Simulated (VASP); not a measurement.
Calculation: HSE06 screened hybrid (exact exchange on a k-mesh reduced by 3x3x1), VASP's PBE PAW potentials (set 64) (plane waves; VASP).

Input for VASP

### INCAR
```
# general
SYSTEM    =  SnO monolayer
PREC      =  Normal
ENCUT     =  500   # plane-wave cut-off (eV)
LREAL     =  .FALSE.   # projection in real space or not
LASPH     =  .TRUE.   # aspherical one-centre terms
ISYM      =  3

# electronic loop
EDIFF     =  1E-5   # SCF stop (eV)
NELM      =  50   # most electronic steps
NELMIN    =  4
ALGO      =  Normal   # blocked Davidson
LMAXMIX   =  4

# smearing
ISMEAR    =  0
SIGMA     =  0.05

# functional
GGA       =  PE
LHFCALC   =  .TRUE.
AEXX      =  0.25
HFSCREEN  =  0.2
PRECFOCK  =  Fast

# ions
ISIF      =  0

# output
LWAVE     =  .FALSE.
LCHARG    =  .FALSE.
LVHAR     =  .TRUE.

# other
NKREDX    =  3
NKREDY    =  3
```

File KPOINTS:
```
Automatic mesh
0
Gamma
12 12 1
0 0 0
```

### POSCAR
```
SnO monolayer
1
    3.8533742804    -0.0000000000     0.0000000000
    0.0000000000     3.8533742804    -0.0000000000
   -0.0000000000    -0.0000000000    19.1952259089
Sn O
2 2
Direct
  0.5000000000   0.0000000000   0.4386241497
  0.0000000000   0.5000000000   0.5613758503
  0.5000000000   0.5000000000   0.5000000000
  0.0000000000   0.0000000000   0.5000000000
```

POTCAR, in this order: Sn_d O (PBE.64 set). Program: vasp_std. Read from the step before: WAVECAR.

Task: What will the output report for the number of irreducible k-points (NKPTS), largest plane-wave count, number of space-group operations, FFT grid (NGX, NGY, NGZ)?

Result: 
```json
{
  "number of irreducible k-points (NKPTS)": "28",
  "largest_plane_wave_count": "7276",
  "number_of_space_group_operations": "16",
  "FFT grid (NGX, NGY, NGZ)": "24 × 24 × 108"
}
```

The cell is a sheet with vacuum, built from SnO (litharge). The cell's shape comes from a PBE relaxation.
